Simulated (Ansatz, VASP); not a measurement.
# WSeS in two plane-wave programs

Wanted: the spread between two codes on one cell, functional and k mesh. The cell is taken from a series of runs on this material, whose earlier steps may have relaxed, scaled, displaced or heated it; both programs get it as it stands.

Main program and level: Ansatz 0.2.0; plane waves, with VASP 6.6.1 beside it; single point at LDA, spin-orbit coupling.

### Step 1. The structure

The cell holds 9 atoms: 3 W, 3 S and 3 Se. Its edges and angles: a = 3.187 Å, b = 3.187 Å, c = 54.600 Å, α = 90.0°, β = 90.0°, γ = 120.0°. Vacuum lies along c.

As a file:

```xyz
9
Lattice="3.1868 0.0000 0.0000 -1.5934 2.7598 0.0000 0.0000 0.0000 54.6000" Properties=species:S:1:pos:R:3
W     0.0000    1.8399   21.1474
W     1.5934    0.9199   27.3862
W     0.0000    1.8399   33.6240
S     1.5934    0.9199   22.6768
S     0.0000    1.8399   28.9153
S     1.5934    0.9199   35.1502
Se    1.5934    0.9199   19.4498
Se    0.0000    1.8399   25.6855
Se    1.5934    0.9199   31.9231
```

### Step 2. VASP: single point, LDA, spin-orbit coupling

With cell and atoms fixed, the geometry can't cause a difference; cores, projectors, grids and the points listed under the comparison can.

Lines of VASP's logs that name or quote its potential files are left out, and so is its time.

Contents of INCAR:

```
SYSTEM = WSeS
PREC = Accurate
ENCUT = 520
EDIFF = 1E-06
NELM = 200
ISMEAR = -1
SIGMA = 0.02
LREAL = .FALSE.
ALGO = Normal
GGA = PW92
LNONCOLLINEAR = .TRUE.
MAGMOM = 0 0 0 0 0 0 0 0 0 0 0 0 0 0 0 0 0 0 0 0 0 0 0 0 0 0 0
NBANDS = 72
GGA_COMPAT = .FALSE.
LASPH = .TRUE.
LSORBIT = .TRUE.
LMAXMIX = 4
LORBIT = 11
LWAVE = .FALSE.
LCHARG = .FALSE.
ISIF = 2
LDIPOL = .TRUE.
IDIPOL = 3
DIPOL = 0.5 0.5 0.501
LVHAR = .TRUE.
EFERMI = MIDGAP
NELMDL = -8
KPAR = 2
```

Contents of POSCAR:

```
WSeS
1.0
    3.1867613034      0.0000000000      0.0000000000
   -1.5933806517      2.7598162445      0.0000000000
    0.0000000000      0.0000000000     54.6000000000
W S Se
3 3 3
Direct
    0.3333333333      0.6666666667      0.3873155061
    0.6666666666      0.3333333334      0.5015781352
    0.3333333333      0.6666666667      0.6158240096
    0.6666666666      0.3333333334      0.4153266090
    0.3333333333      0.6666666667      0.5295834703
    0.6666666666      0.3333333334      0.6437770619
    0.6666666666      0.3333333334      0.3562229381
    0.3333333333      0.6666666667      0.4704310147
    0.6666666666      0.3333333334      0.5846717375
```

Contents of KPOINTS:

```
Automatic mesh
0
Gamma
9 9 1
0 0 0
```

Potentials, in the order of the species: W, S and Se (LDA family, release 64).

Launch:

```console
mpirun -np 2 vasp_ncl
```

Numbers of over 12 decimals in the logs are rounded to 6 here.

What it wrote:

```text
[banner, memory and clock lines left out]
running    2 mpi-ranks, on    1 nodes
 distrk:  each k-point on    1 cores,    2 groups
 distr:  one band on    1 cores,    1 groups

 POSCAR found type information on POSCAR W S Se
 POSCAR found :  3 types and       9 ions
|                                                                             |
|               ----> ADVICE to this user running VASP <----                  |
|                                                                             |
|     You enforced a specific xc type in the INCAR file but a different       |
|     [... a line on the potential file left out ...]
|     I HOPE YOU KNOW WHAT YOU ARE DOING!                                     |
|                                                                             |

 LDA part: xc-table for (Slater(with rela. corr.)+PW92), standard interpolation
|                                                                             |
|           W    W    AA    RRRRR   N    N  II  N    N   GGGG   !!!           |
|           W    W   A  A   R    R  NN   N  II  NN   N  G    G  !!!           |
|           W    W  A    A  R    R  N N  N  II  N N  N  G       !!!           |
|           W WW W  AAAAAA  RRRRR   N  N N  II  N  N N  G  GGG   !            |
|           WW  WW  A    A  R   R   N   NN  II  N   NN  G    G                |
|           W    W  A    A  R    R  N    N  II  N    N   GGGG   !!!           |
|                                                                             |
|     One of the lattice vectors is very long (>50 A), but AMIN is rather     |
|     large. This can spoil convergence since charge sloshing might occur     |
|     along the long lattice vector. If problems with convergence are         |
|     observed, try to decrease AMIN to a smaller value (e.g. 0.01).          |
|     Note: This warning only applies if the self-consistency cycle is        |
|     used.                                                                   |
|                                                                             |

 POSCAR, INCAR and KPOINTS ok, starting setup
 FFT: planning ... GRIDC
 FFT: planning ... GRID_SOFT
 FFT: planning ... GRID
 WAVECAR not read
 entering main loop
       N       E                     dE             d eps       ncg     rms          rms(c)
DAV:   1     0.423411174480E+03    0.42341E+03   -0.19121E+04  2816   0.115E+03
DAV:   2    -0.154456355472E+02   -0.43886E+03   -0.41903E+03  3968   0.232E+02
DAV:   3    -0.775493316917E+02   -0.62104E+02   -0.61297E+02  3328   0.940E+01
DAV:   4    -0.797907229873E+02   -0.22414E+01   -0.22202E+01  3560   0.204E+01
DAV:   5    -0.798758041285E+02   -0.85081E-01   -0.84820E-01  4096   0.367E+00
DAV:   6    -0.798779377669E+02   -0.21336E-02   -0.21307E-02  3736   0.626E-01
DAV:   7    -0.798780530258E+02   -0.11526E-03   -0.11520E-03  4344   0.131E-01
DAV:   8    -0.798780551963E+02   -0.21705E-05   -0.21686E-05  3576   0.165E-02    0.456E+01
DAV:   9    -0.769230884301E+02    0.29550E+01   -0.10421E+01  3808   0.158E+01    0.202E+01
DAV:  10    -0.765417338237E+02    0.38135E+00   -0.50915E+00  3496   0.103E+01    0.927E+00
DAV:  11    -0.763846874786E+02    0.15705E+00   -0.66346E-01  3512   0.447E+00    0.217E+00
DAV:  12    -0.763677935018E+02    0.16894E-01   -0.11648E-01  3744   0.155E+00    0.118E+00
DAV:  13    -0.763618019886E+02    0.59915E-02   -0.21418E-02  3688   0.726E-01    0.669E-01
DAV:  14    -0.763605231953E+02    0.12788E-02   -0.65928E-03  3416   0.358E-01    0.302E-01
[...]
DAV:  23    -0.763609746806E+02   -0.76338E-04   -0.63986E-06  2976   0.631E-03    0.396E-03
DAV:  24    -0.763609913062E+02   -0.16626E-04   -0.64032E-07  2752   0.235E-03    0.311E-03
DAV:  25    -0.763610054279E+02   -0.14122E-04   -0.26299E-07  2280   0.153E-03    0.131E-03
DAV:  26    -0.763610162530E+02   -0.10825E-04   -0.18859E-07  2312   0.125E-03    0.840E-04
DAV:  27    -0.763610196511E+02   -0.33981E-05   -0.33136E-08  2008   0.655E-04    0.648E-04
DAV:  28    -0.763610235047E+02   -0.38535E-05   -0.41618E-08  2120   0.564E-04    0.378E-04
DAV:  29    -0.763610254534E+02   -0.19487E-05   -0.43722E-08  2184   0.463E-04    0.453E-04
DAV:  30    -0.763610256869E+02   -0.23351E-06   -0.37597E-09  1856   0.227E-04
   1 F= -.76361026E+02 E0= -.76361024E+02  d E =-.242723E-05  mag=     0.0000    -0.0000     0.0000
```

Parts of OUTCAR (step 2):

```text
ion  position               nearest neighbor table
   1  0.333  0.667  0.387-   4 2.39   4 2.39   4 2.39   7 2.50   7 2.50   7 2.50
   2  0.667  0.333  0.502-   5 2.39   5 2.39   5 2.39   8 2.51   8 2.51   8 2.51
   3  0.333  0.667  0.616-   6 2.39   6 2.39   6 2.39   9 2.51   9 2.51   9 2.51
   4  0.667  0.333  0.415-   1 2.39   1 2.39   1 2.39
   5  0.333  0.667  0.530-   2 2.39   2 2.39   2 2.39
   6  0.667  0.333  0.644-   3 2.39   3 2.39   3 2.39
   7  0.667  0.333  0.356-   1 2.50   1 2.50   1 2.50
   8  0.333  0.667  0.470-   2 2.51   2 2.51   2 2.51
   9  0.667  0.333  0.585-   3 2.51   3 2.51   3 2.51

  LATTYP: Found a hexagonal cell.
 ALAT       =     3.1867613034
 C/A-ratio  =    17.1333823910

 Subroutine GETGRP returns: Found  6 space group operations
 (whereof  6 operations were pure point group operations)

The static configuration has the point symmetry C_3v.

 Found     19 irreducible k-points:

   k-points           NKPTS =     19   k-points in BZ     NKDIM =     19   number of bands    NBANDS=     72

   dimension x,y,z NGX =    24 NGY =   24 NGZ =  420
   dimension x,y,z NGXF=    48 NGYF=   48 NGZF=  840

   ENCUT  =  520.0 eV  38.22 Ry    6.18 a.u.   5.93  5.93101.52*2*pi/ulx,y,z

   NELECT =      54.0000    total number of electrons

 k-points in reciprocal lattice and weights: Automatic mesh
   0.00000000  0.00000000  0.00000000       0.012
   0.11111111  0.00000000  0.00000000       0.037
  -0.11111111 -0.00000000  0.00000000       0.037
   0.22222222  0.00000000  0.00000000       0.037
  -0.22222222 -0.00000000  0.00000000       0.037
   0.33333333  0.00000000  0.00000000       0.037
  -0.33333333  0.00000000  0.00000000       0.037
   0.44444444  0.00000000  0.00000000       0.037
  -0.44444444 -0.00000000  0.00000000       0.037
[...]
-0.33333333 -0.22222222  0.00000000       0.074
   0.33333333  0.33333333  0.00000000       0.025

 dipolmoment           0.000000      0.000000      0.090853 electrons x Angstroem

 average (electrostatic) potential at core
       1 -48.1871       2 -47.5994       3 -47.0035       4 -94.1885       5 -93.6047
       6 -92.9770       7 -66.6266       8 -66.0519       9 -65.4551

 E-fermi :  -0.8307

 k-point     1 :       0.0000    0.0000    0.0000
  band No.  band energies     occupation
    ...
     50      -2.1419      1.00000
     51      -1.6119      1.00000
     52      -1.6119      1.00000
     53      -1.0349      0.99996
     54      -1.0349      0.99996
     55       0.6160      0.00000
     56       0.6160      0.00000
     57       0.7142      0.00000
     58       0.7142      0.00000
     59       0.9758      0.00000
    ...

 k-point     2 :       0.1111    0.0000    0.0000
  band No.  band energies     occupation
    ...
     50      -2.1472      1.00000
     51      -1.7659      1.00000
     52      -1.7253      1.00000
     53      -1.2915      1.00000
     54      -1.2684      1.00000
     55       0.2603      0.00000
     56       0.3139      0.00000
     57       0.5158      0.00000
     58       0.6106      0.00000
     59       0.7007      0.00000
    ...

 k-point     3 :      -0.1111   -0.0000    0.0000
  band No.  band energies     occupation
    ...
     50      -2.1472      1.00000
     51      -1.7659      1.00000
     52      -1.7253      1.00000
     53      -1.2915      1.00000
     54      -1.2684      1.00000
     55       0.2603      0.00000
     56       0.3139      0.00000
     57       0.5158      0.00000
     58       0.6106      0.00000
     59       0.7007      0.00000
    ...

  Total       -0.2828814     -0.2828814     -0.0855596      0.0000000     -0.0000000      0.0000000
  in kB       -0.9438274     -0.9438274     -0.2854676      0.0000000     -0.0000000      0.0000000
  external PRESSURE =      -0.7243741 kB  Pullay stress =       0.0000000 kB

  energy-cutoff  :      520.00
  volume of cell :      480.20
      direct lattice vectors                 reciprocal lattice vectors
     3.186761303  0.000000000  0.000000000     0.313798212  0.181171482  0.000000000
    -1.593380652  2.759816245  0.000000000     0.000000000  0.362342965  0.000000000
     0.000000000  0.000000000 54.600000000     0.000000000  0.000000000  0.018315018

 POSITION                                       TOTAL-FORCE (eV/Angst)
 -----------------------------------------------------------------------------------
     -0.00000      1.83988     21.14743        -0.000000      0.000000      0.039595
      1.59338      0.91994     27.38617        -0.000000      0.000000      0.039736
     -0.00000      1.83988     33.62399        -0.000000     -0.000000      0.042191
      1.59338      0.91994     22.67683        -0.000000     -0.000000     -0.023822
     -0.00000      1.83988     28.91526        -0.000000      0.000000     -0.024581
      1.59338      0.91994     35.15023         0.000000     -0.000000     -0.025955
      1.59338      0.91994     19.44977        -0.000000     -0.000000     -0.015503
     -0.00000      1.83988     25.68553         0.000000     -0.000000     -0.015454
      1.59338      0.91994     31.92308         0.000000     -0.000000     -0.016208
 -----------------------------------------------------------------------------------
    total drift:                                0.000001     -0.000000     -0.000738

  FREE ENERGIE OF THE ION-ELECTRON SYSTEM (eV)
  ---------------------------------------------------
  free  energy   TOTEN  =       -76.3610256869 eV

  energy  without entropy=      -76.3610232597  energy(sigma->0) =      -76.36102447

 vacuum level on the upper side and lower side of the slab         4.820         2.951

 Spin-Orbit-Coupling matrix elements
 Ion:    1  E_soc:     -0.3282171
 Ion:    2  E_soc:     -0.3288456
 Ion:    3  E_soc:     -0.3284485
 Ion:    4  E_soc:     -0.0031856
 Ion:    5  E_soc:     -0.0032054
 Ion:    6  E_soc:     -0.0031823
 Ion:    7  E_soc:     -0.0452514
 Ion:    8  E_soc:     -0.0456443
 Ion:    9  E_soc:     -0.0456421

 total charge
# of ion       s       p       d       tot
------------------------------------------
    1        0.561   0.697   4.302   5.560
    2        0.561   0.695   4.301   5.558
    3        0.562   0.697   4.301   5.561
    4        1.356   2.356   0.000   3.713
    5        1.356   2.356   0.000   3.712
    6        1.355   2.361   0.000   3.716
    7        1.481   2.375   0.075   3.931
    8        1.483   2.368   0.077   3.928
    9        1.483   2.369   0.077   3.928
--------------------------------------------------
tot         10.198  16.275  13.134  39.607

 magnetization (x)
# of ion       s       p       d       tot
------------------------------------------
    1        0.000   0.000   0.000   0.000
    2        0.000   0.000   0.000   0.000
    3        0.000   0.000   0.000   0.000
    4        0.000   0.000   0.000   0.000
    5        0.000   0.000   0.000   0.000
    6        0.000   0.000   0.000   0.000
    7        0.000   0.000  -0.000   0.000
    8        0.000   0.000   0.000   0.000
    9        0.000   0.000   0.000   0.000
--------------------------------------------------
tot          0.000   0.000   0.000   0.000

 magnetization (y)
# of ion       s       p       d       tot
------------------------------------------
    1        0.000   0.000   0.000   0.000
    2        0.000   0.000   0.000   0.000
    3        0.000   0.000   0.000   0.000
    4        0.000   0.000   0.000   0.000
    5        0.000   0.000   0.000   0.000
    6       -0.000  -0.000   0.000  -0.000
    7        0.000   0.000   0.000   0.000
    8        0.000   0.000   0.000   0.000
    9        0.000   0.000   0.000   0.000
--------------------------------------------------
tot         -0.000  -0.000   0.000  -0.000

 magnetization (z)
# of ion       s       p       d       tot
------------------------------------------
    1        0.000   0.000   0.000   0.000
    2        0.000   0.000  -0.000   0.000
    3       -0.000   0.000  -0.000  -0.000
    4        0.000  -0.000   0.000  -0.000
    5       -0.000   0.000   0.000  -0.000
    6       -0.000   0.000   0.000  -0.000
    7       -0.000   0.000   0.000   0.000
    8        0.000  -0.000   0.000  -0.000
    9        0.000   0.000   0.000   0.000
--------------------------------------------------
tot         -0.000   0.000   0.000  -0.000

[... 3 further parts left out ...]
```

(Continued in part 2 of 2.)

[Lines on the potential files, build, host, timing and source positions are cut from VASP's logs without a mark.]

[Logs are printed without paths, hosts, clocks, repeated set-up lines and the standing remarks that a program may print on its own settings, such as how far it seeks lower states.]

[Hosts, paths, dates, database ids (printed as entryN), source tags and the programs' standing remarks are cut or masked in the printed files.]
